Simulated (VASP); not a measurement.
Data:

```
Li2Se
1.0
    0.00000     3.00000     3.00000
    3.00000     0.00000     3.00000
    3.00000     3.00000     0.00000
Li Se
2 1
Direct
  0.25000   0.25000   0.25000
  0.75000   0.75000   0.75000
  0.00000   0.00000   0.00000
```

Level of theory: PBEsol GGA, VASP's PBE PAW potentials (set 64) (plane waves; VASP). Run with 400 eV cut-off, 10×10×10 Γ-centred mesh, Fermi-Dirac smearing of 0.050 eV, potentials Li_sv Se.

At this cut-off the stress carries a Pulay error, which pulls relaxed volumes low.

Q: Give the stress tensor in GPa (positive for a compressed cell).

A: 
```
-2.60   0.00   0.00
 0.00  -2.60   0.00
 0.00   0.00  -2.60
```
The pressure is its mean diagonal, -2.60 GPa.

The structure is a typed Li2Se crystal (Fm-3m). The cell was not relaxed at this level.
